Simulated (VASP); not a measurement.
Given:

```
WSi2
1.0
   -1.53760     1.53760     3.78091
    1.53760    -1.53760     3.78091
    1.53760     1.53760    -3.78091
Si W
2 1
Direct
  0.66684   0.66684   0.00000
  0.33316   0.33316   0.00000
  0.00000   0.00000   0.00000
```

Method: LDA (Ceperley-Alder, Perdew-Zunger), VASP's LDA PAW potentials (set 64) (plane waves; VASP). Numerical set-up: 500 eV cut-off, 14×14×14 Γ-centred mesh, first-order Methfessel-Paxton smearing of 0.10 eV, potentials Si W_sv.

Unless said otherwise, spin-orbit coupling is left out, though it shifts the bands of the heavy elements here.

**Question.** Predict the energy per atom (σ→0), pressure, band gap (on the k-mesh) with the smallest direct gap where there is one.

**Answer.** 
| Property | Value |
|---|---|
| band gap (on the k-mesh) | none (metal, semimetal or under 0.01 eV) |
| energy per atom (σ→0) | -9.010 eV/atom |
| pressure | 29.89 GPa |

The compound is WSi2 in the MoSi2 type structure. It was relaxed first under an external pressure of 30 GPa.
